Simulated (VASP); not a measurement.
Given:

```yaml
crystal:
  lattice:
    - [0.00000, 3.33613, 3.33613]
    - [3.33613, 0.00000, 3.33613]
    - [3.33613, 3.33613, 0.00000]
  atoms:
    - { symbol: Cd, position: [0.00000, 0.00000, 0.00000] }
    - { symbol: Te, position: [0.25000, 0.25000, 0.25000] }
```

These are vdW-DF2, VASP's PBE PAW potentials (set 64) (plane waves; VASP) values and carry that method's errors. Settings: 520 eV cut-off, 7×7×7 Γ-centred mesh, Gaussian smearing of 0.050 eV, potentials Cd Te.

Unless said otherwise, spin-orbit coupling is left out, though it shifts the bands of the heavy elements here.

Question: What does the run give for the energy per atom (σ→0), pressure, band gap (on the k-mesh) with the smallest direct gap where there is one?

Answer: 
```json
{
 "band gap (on the k-mesh)": "0.25 eV",
 "smallest direct gap (on the k-mesh)": "0.25 eV",
 "energy per atom (σ→0)": "0.382 eV/atom",
 "pressure": "2.09 GPa"
}
```

The absolute energy has meaning only against runs of the same code, potentials and settings.

The compound is CdTe in the zinc blende structure. This cell is one point of a volume scan, at 0.94 of the reference volume.
